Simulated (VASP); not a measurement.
ZrGaC5:

```xyz
7
Lattice="3.1696 0.0000 0.0000 0.0000 3.1696 0.0000 0.0000 0.0000 7.0024" Properties=species:S:1:pos:R:3 pbc="T T T"
Zr    0.0000    0.0000    0.0000
Ga    0.0000    0.0000    3.5012
C     1.5848    1.5848    0.0000
C     1.5848    0.0000    1.9210
C     0.0000    1.5848    1.9210
C     1.5848    0.0000    5.0814
C     0.0000    1.5848    5.0814
```

The cell was built by a generator and needn't be a form met in nature.

The cell isn't the ideal one: species swapped into the YbIn5Rh type (P4/mmm, No. 123).

```yaml
Program: VASP 6.6.1
Task: relaxation of cell and atoms
Functional: PBE
Potentials_or_basis: VASP PAW PBE potentials, release 64 (Zr_sv, Ga_d, C)
Cutoff: 600 eV
k_mesh: 12 × 12 × 6
Occupations: gaussian, width 0.1 eV
Spin: no spin polarisation
```

At the start: pressure -0.1 GPa; volume 10.05 Å³/atom.

Q: How do energy, volume and symmetry change on relaxing?

A: Over 8 steps the energy falls by 4.7 meV/atom; space group P4/mmm (No. 123, to 0.05 Å).

Step by step:
| step | energy change (eV) | largest force (eV/Å) | pressure (GPa) | volume (Å³) |
| --- | --- | --- | --- | --- |
| 1 | 0.0000 | 0.0380 | -0.07 | 70.35 |
| 2 | -0.0281 | 0.0275 | 0.06 | 70.29 |
| 3 | -0.0320 | 0.0236 | 0.19 | 70.25 |
| 4 | -0.0324 | 0.0235 | 0.17 | 70.26 |
| 5 | -0.0325 | 0.0123 | -0.16 | 70.38 |
| 6 | -0.0325 | 0.0149 | -0.06 | 70.36 |
| 7 | -0.0325 | 0.0138 | -0.07 | 70.37 |
| 8 | -0.0326 | 0.0061 | -0.03 | 70.34 |

Final structure:
```yaml
crystal:
  lattice:
    - [3.13720, 0.00000, 0.00000]
    - [0.00000, 3.13720, 0.00000]
    - [0.00000, 0.00000, 7.14675]
  atoms:
    - { symbol: Zr, position: [0.00000, 0.00000, 0.00000] }
    - { symbol: Ga, position: [0.00000, 0.00000, 0.50000] }
    - { symbol: C, position: [0.50000, 0.50000, 0.00000] }
    - { symbol: C, position: [0.50000, 0.00000, 0.27501] }
    - { symbol: C, position: [0.00000, 0.50000, 0.27501] }
    - { symbol: C, position: [0.50000, 0.00000, 0.72499] }
    - { symbol: C, position: [0.00000, 0.50000, 0.72499] }
```
